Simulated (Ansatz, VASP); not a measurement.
# Cross-check of Ru (generalised stacking fault on (001) of Ru (basal plane)) between VASP and Ansatz, part 2 of 2

One calculation is typed for both programs; each brings its own data sets. How far apart do they land? The cell is taken from a series of runs on this material, whose earlier steps may have relaxed, scaled, displaced or heated it; both programs get it as it stands.

VASP 6.6.1 and Ansatz 0.2.0.

So far. Step 2 (VASP: single point, r2SCAN): The run ends at a pressure of -1.76 GPa, with forces up to 0.51 eV/Å.

**3. Ansatz: single point, r2SCAN**

Level of this step: Ansatz beside VASP: Kohn-Sham DFT, plane waves, r2SCAN (Ansatz).

Ansatz runs on its default PAW (the set named soft_2) files.

The same cell, functional, mesh and smearing now go to Ansatz, which takes its cutoff from its data sets.

The input, input.yaml:

```yaml
crystal:
  lattice:
    - [2.715, 0.0, 0.0]
    - [-1.3575, 2.35126, 0.0]
    - [0.543, -0.3135, 25.68]
  atoms:
    - { symbol: Ru, position: [0.29594, 0.70406, 0.28051] }
    - { symbol: Ru, position: [0.95165, 0.04835, 0.36256] }
    - { symbol: Ru, position: [0.27396, 0.72604, 0.44531] }
    - { symbol: Ru, position: [0.92949, 0.07051, 0.52881] }
    - { symbol: Ru, position: [0.25177, 0.74823, 0.61179] }
    - { symbol: Ru, position: [0.90738, 0.09262, 0.69476] }
    - { symbol: Ru, position: [0.2296, 0.7704, 0.77798] }
    - { symbol: Ru, position: [0.8852, 0.1148, 0.86095] }
    - { symbol: Ru, position: [0.20748, 0.79252, 0.94393] }
    - { symbol: Ru, position: [0.86301, 0.13699, 0.02743] }
    - { symbol: Ru, position: [0.18532, 0.81468, 0.11018] }
    - { symbol: Ru, position: [0.84103, 0.15897, 0.19223] }
kpoints:
  mp_grid: { grid: [11, 11, 1] }
hamiltonian:
  xc: r2scan
scf:
  occupations: { method: fermi_dirac, width: 0.1 }
output:
  forces: true
```

On the command line:

```bash
> ansatz run input.yaml --threads 6 --pin off --max-ram 102400MiB --backend cuda --events-out ev --progress --plain --runs-dir out
```

Numbers of over 12 decimals in the logs are rounded to 6 here.

Output:

```text
Warning: the atoms were moved onto the symmetric positions of the space group found under crystal.symmetry.tolerance 1.0e-5 (fractional; no operation is sought that the atoms, as they stand in a round, miss by more than twice it, and no atom is moved by as much as it), and the run uses the moved positions. Before a round's move an operation carried an atom to 3.92e-5 Å from where it should land, the largest such dist [...]
Engine: ansatz 0.2.0, x86_64-unknown-linux-gnu
Pseudopotentials: kind: paw
Pseudopotential: Ru, paw, valence charge 16, recommended cutoff 500 eV (meta_gga), Ru.paw.azcp
Functional definition: r2SCAN
  parameter k0 = 0.174
  parameter k1 = 0.065
  parameter a1 = 4.9479
  exchange = r2scan_x(k0 = k0, k1 = k1, a1 = a1)
  correlation = r2scan_c
device memory: the entry about to start is reckoned to put 6.9 GiB on a device that reports 65.2 GiB free
GPU FFT provider: cuFFT
GPU libraries: cuBLAS 13.8.2, cuFFT 12.4.0, cuSOLVER 12.3.4
Crystal: 12 atoms, lattice volume = 163.933 Å³
Basis set: ecut = 500 eV, 4075 PW (Γ), exchange–correlation on 80×80×768 points (64 copies of the dense FFT grid, shifted against one another)
Bands: 116, of which v1, the nominal top of the filled ones, is band 96 counted from 1 (95 counted from 0)
Symmetry: 4 space group operations
Space group: C2/m (ITA 12), of the structure as read, at distance tolerance 5.5e-5 Å
k-points: 36 of 121
Non-local potential: Ru, projectors of the file, l = 0: 3, l = 1: 2, l = 2: 2, l = 3: 1
PAW form: soft (Blöchl's): semilocal exchange-correlation on the pseudo side does not see the compensation charge
PAW frozen core: Ru, regenerated for the run's functional (the file was generated under x = pbe(κ = 0.804, μ = 0.219515), c = pbe(β = 0.066725))
PAW one-centre angular grid: Ru, 590 points (default); XC on 160 Gauss nodes
Initial density: superposition of atomic densities (neutral atoms: chi_scale 0, normalization atom), corrected by the library's trained network
Initial wavefunctions: pseudopotential atomic-orbital guess
GPU buffer pool allocated for 76800 grid points (all kernels)
GPU transforms: local potential and band sums: pruned to the plane-wave sphere, on 20×20×192
Functional: x = r2scan, c = r2scan; τ floored in thin density (d = 2e-4 eV/Å³)
SCF iter   1: F=—  HF=-70688.108132 eV  |F-HF|=—  |Δ(HF+E_count)|=         —  Δρ=1.22e-2  dr2=1.59e0  dr2_τ=8.96e-2  ethr=1.77e-3  ⟨swp⟩=5.0  Hψ=13105  notcnv=0  defer=9
preconditioner: auto → Kerker (q_TF=auto, 2.801 Å⁻¹)  [metal: Δε(μ)=0.005 eV  Ē_g=5.273 eV  σ=0.100 eV  W_gap=0.01  n_scr=64 (ndim 8)  ℏωp=28.4 eV  f_vac=0.000  D(μ)=10.47/eV (n_scr^D=128)]
SCF iter   2: F=—  HF=-70688.230390 eV  |F-HF|=—  |Δ(HF+E_count)|=   1.22e-1  Δρ=7.55e-3  dr2=2.25e-1  dr2_τ=1.19e-2  ethr=8.27e-4  ⟨swp⟩=1.5  Hψ=4904  notcnv=0  defer=19
SCF iter   3: F=—  HF=-70688.239164 eV  |F-HF|=—  |Δ(HF+E_count)|=   8.77e-3  Δρ=4.22e-3  dr2=1.38e-1  dr2_τ=3.00e-3  ethr=1.17e-4  ⟨swp⟩=1.0  Hψ=4159  notcnv=0  defer=19
SCF iter   4: F=—  HF=-70688.246019 eV  |F-HF|=—  |Δ(HF+E_count)|=   6.86e-3  Δρ=1.35e-3  dr2=1.34e-2  dr2_τ=4.95e-4  ethr=7.20e-5  ⟨swp⟩=1.0  Hψ=4158  notcnv=0  defer=19
SCF iter   5: F=—  HF=-70688.247052 eV  |F-HF|=—  |Δ(HF+E_count)|=   1.03e-3  Δρ=6.80e-4  dr2=4.12e-3  dr2_τ=1.36e-4  ethr=6.98e-6  ⟨swp⟩=1.0  Hψ=4162  notcnv=0  defer=19
SCF iter   6: F=—  HF=-70688.247523 eV  |F-HF|=—  |Δ(HF+E_count)|=   4.71e-4  Δρ=2.14e-4  dr2=7.05e-4  dr2_τ=1.93e-5  ethr=2.15e-6  ⟨swp⟩=1.0  Hψ=4162  notcnv=0  defer=19
SCF iter   7: F=—  HF=-70688.245963 eV  |F-HF|=—  |Δ(HF+E_count)|=   1.56e-3  Δρ=1.05e-4  dr2=1.59e-4  dr2_τ=1.99e-6  ethr=3.67e-7  ⟨swp⟩=1.8  Hψ=4210  notcnv=0  defer=19
SCF iter   8: F=—  HF=-70688.245971 eV  |F-HF|=—  |Δ(HF+E_count)|=   7.37e-6  Δρ=5.25e-5  dr2=9.71e-6  dr2_τ=6.71e-7  ethr=8.27e-8  ⟨swp⟩=2.0  Hψ=4445  notcnv=0  defer=19
SCF iter   9: F=—  HF=-70688.246441 eV  |F-HF|=—  |Δ(HF+E_count)|=   4.71e-4  Δρ=2.50e-5  dr2=3.87e-6  dr2_τ=1.99e-7  ethr=5.06e-9  ⟨swp⟩=2.0  Hψ=5621  notcnv=0  defer=19
SCF iter  10: F=—  HF=-70688.246442 eV  |F-HF|=—  |Δ(HF+E_count)|=   2.43e-7  Δρ=1.09e-5  dr2=1.61e-6  dr2_τ=2.06e-8  ethr=2.01e-9  ⟨swp⟩=1.0  Hψ=4158  notcnv=0  defer=19
SCF iter  11: F=—  HF=-70688.246442 eV  |F-HF|=—  |Δ(HF+E_count)|=   1.89e-7  Δρ=6.21e-6  dr2=1.17e-6  dr2_τ=1.26e-8  ethr=8.37e-10  ⟨swp⟩=1.0  Hψ=4157  notcnv=0  defer=19
SCF iter  12: F=—  HF=-70688.246442 eV  |F-HF|=—  |Δ(HF+E_count)|=   2.10e-9  Δρ=2.32e-6  dr2=1.01e-7  dr2_τ=8.08e-10  ethr=6.09e-10  ⟨swp⟩=1.0  Hψ=4157  notcnv=0  defer=19
SCF iter  13: F=-70688.246442 eV  HF=-70688.246442 eV  |F-HF|=1.75e-8  |Δ(HF+E_count)|=   2.31e-9  Δρ=2.05e-6  dr2=1.96e-8  dr2_τ=1.02e-9  ethr=5.21e-11  ⟨swp⟩=3.0  Hψ=11265  notcnv=0
SCF 1 converged in 13 iterations: F = -70688.246442 eV  dr2 = 1.96e-8
  greatest PAW one-centre occupation: 0.996 electrons in one spin orbital (limit 2), on the Ru atom at site 11 (counted from 0), in its partial waves of l = 1
SCF converged after 13 iterations
Free energy (F): -70688.246442 eV
Harris-Foulkes:  -70688.246442 eV  (|F-HF|=1.75e-8)
Internal energy: -70687.908367 eV  (E = F + TS)
E sigma→0 (E₀):  -70688.077404 eV
Entropy (-TS):   -0.338075 eV (-28.173 meV/atom)
Fermi energy:    23.187602 eV
--- Per-component energies (eV) ---
  E_band       = -858.646475
  E_kinetic    = 6166.913955
  E_local      = -15202.813239  (includes V_loc(G=0)·N_el)
  E_nonlocal   = 4114.047312
  E_hartree    = 4889.624275
  E_xc         = -2209.769851
  E_vxc        = -3201.360424  (∫ρ·V_xc dr)
  E_paw        = -41746.279900  (= ΣΔE_a)
  E_vpaw       = -2740.018285  (= ΣTr[D̂ρ^β])
  E_aug_tail   = 0.001162  (compensation charges beyond the density's cutoff)
  E_vtau       = 225.333677  (kinetic-family band-sum trace: ∫τ·v_τ [+ j·A + Jᵃ·Aᵃ] dr)
  E_ewald      = -26695.900614
  E_core_change = -3.731467  (= ΣΔE_core)
  E_smearing   = -0.338075  (= −TS)
  E_closure    = -0.000000  (closes the sum)
  Σ components = -70688.246442   (vs F -70688.246442, Δ=0.00e0)
--- Forces (eV/Å), atoms counted from 1 ---
  atom   1  Ru    -0.43749395     0.25258725     0.05641146
  atom   2  Ru     0.11465686    -0.06619717    -0.00949352
  atom   3  Ru    -0.00020386     0.00011770    -0.01473922
  atom   4  Ru    -0.03268214     0.01886904     0.01085822
  atom   5  Ru     0.01133268    -0.00654293    -0.00032518
  atom   6  Ru    -0.02559581     0.01477775    -0.00264814
  atom   7  Ru     0.02559581    -0.01477775     0.00264814
  atom   8  Ru    -0.01133268     0.00654293     0.00032518
  atom   9  Ru     0.03268214    -0.01886904    -0.01085822
  atom  10  Ru     0.00020386    -0.00011770     0.01473922
  atom  11  Ru    -0.11465686     0.06619717     0.00949352
  atom  12  Ru     0.43749395    -0.25258725    -0.05641146
  max |Σ_I F_I| component: 5.55e-17 eV/Å
```

**4. Differences**

Known differences besides the potentials themselves: VASP keeps PBE cores, Ansatz makes them for the functional; the data sets hold 192 valence electrons in Ansatz (on its default PAW (the set named soft_2) files) and 168 in VASP; the cutoff is 500 eV in Ansatz and 440 eV in VASP. Total energies have different zeros and are not compared.

Forces on 8 of the 12 atoms, those with the largest forces and the largest differences (eV/Å; atoms numbered as in POSCAR):

```tsv
atom	Ansatz x, y, z	VASP x, y, z
Ru1	-0.437, 0.253, 0.056	-0.437, 0.252, 0.030
Ru2	0.115, -0.066, -0.009	0.114, -0.066, -0.005
Ru4	-0.033, 0.019, 0.011	-0.033, 0.019, 0.007
Ru7	0.026, -0.015, 0.003	0.026, -0.015, 0.001
Ru9	0.033, -0.019, -0.011	0.033, -0.019, -0.007
Ru10	0.000, 0.000, 0.015	0.000, 0.000, 0.010
Ru11	-0.115, 0.066, 0.009	-0.114, 0.066, 0.005
Ru12	0.437, -0.253, -0.056	0.437, -0.252, -0.030
```

The forces differ by 6.6 meV/Å r.m.s., which is 5.3 % of the r.m.s. force of 0.124 eV/Å (both taken over all components).

**5. Outcome**

```json
{
 "r.m.s. force difference (single point, r2SCAN)": "6.6 meV/Å"
}
```

What this shows: The r.m.s. force difference is 6.6 meV/Å (single point, r2SCAN), within the 12 meV/Å picked in this series as the mark of a large difference. The data sets hold unlike numbers of valence electrons (192 in Ansatz and 168 in VASP), so part of the differences may come from the potentials. How closely two codes agree says nothing of how well the functional describes the real material.

[Lines on the potential files, build, host, timing and source positions are cut from VASP's logs without a mark.]

[Logs are printed without paths, hosts, clocks, repeated set-up lines and the standing remarks that a program may print on its own settings, such as how far it seeks lower states.]

[Hosts, paths, dates, database ids (printed as entryN), source tags and the programs' standing remarks are cut or masked in the printed files.]
